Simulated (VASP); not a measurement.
Crystal: CdIr.

```xyz
2
Lattice="3.2854 0.0000 0.0000 -1.6427 2.8452 0.0000 0.0000 0.0000 4.4478" Properties=species:S:1:pos:R:3 pbc="T T T"
Cd    0.0000    0.0000    0.0000
Ir    0.0000    0.0000    2.2239
```

The cell was built by a generator and needn't be a form met in nature.

| Quantity | Value |
| --- | --- |
| Program | VASP 6.6.1 |
| Task | relaxation of cell and atoms |
| Functional | SCAN |
| Potentials or basis | VASP PAW PBE potentials, release 64 (Cd, Ir) |
| Cutoff | 600 eV |
| k mesh | 9 × 9 × 6 |
| Occupations | methfessel-paxton, width 0.1 eV |
| Spin | no spin polarisation |

At the start: pressure 23.9 GPa; volume 20.79 Å³/atom.

Task: Where does the relaxation end?

Result: Over 15 steps the energy falls by 2026.5 meV/atom and the volume is 17.29 Å³/atom (-16.8 %); space group P6/mmm (No. 191, to 0.05 Å).

The path:
| step | energy change (eV) | largest force (eV/Å) | pressure (GPa) | volume (Å³) |
| --- | --- | --- | --- | --- |
| 1 | 0.0000 | 0.0000 | 23.89 | 41.58 |
| 2 | -2.7568 | 0.0000 | -19.28 | 52.11 |
| 3 | -2.5214 | 0.0000 | -24.68 | 48.24 |
| 4 | -2.5515 | 0.0000 | -24.48 | 47.84 |
| 5 | -2.4983 | 0.0000 | -16.07 | 45.07 |
| 6 | -2.6199 | 0.0000 | -22.72 | 46.77 |
| 7 | -2.5948 | 0.0000 | -19.35 | 45.74 |
| 8 | -2.6202 | 0.0000 | -21.03 | 46.19 |
| 9 | -3.8833 | 0.0000 | 18.73 | 32.13 |
| 10 | -4.0515 | 0.0000 | -1.35 | 34.81 |
| 11 | -4.0528 | 0.0000 | -0.17 | 34.60 |
| 12 | -4.0521 | 0.0000 | 1.10 | 34.38 |
| 13 | -4.0518 | 0.0000 | -1.48 | 34.87 |
| 14 | -4.0530 | 0.0000 | -0.19 | 34.62 |
| 15 | -4.0529 | 0.0000 | 0.00 | 34.58 |

Final structure:
```xyz
2
Lattice="2.7028 0.0000 0.0000 -1.3514 2.3407 0.0000 0.0000 0.0000 5.4666" Properties=species:S:1:pos:R:3 pbc="T T T"
Cd    0.0000    0.0000    0.0000
Ir    0.0000    0.0000    2.7333
```

Caveat: the volume moved by over 15 % at a fixed basis, so the end points are rough; the PAW data sets were made with another functional, which shifts forces and pressure a little.
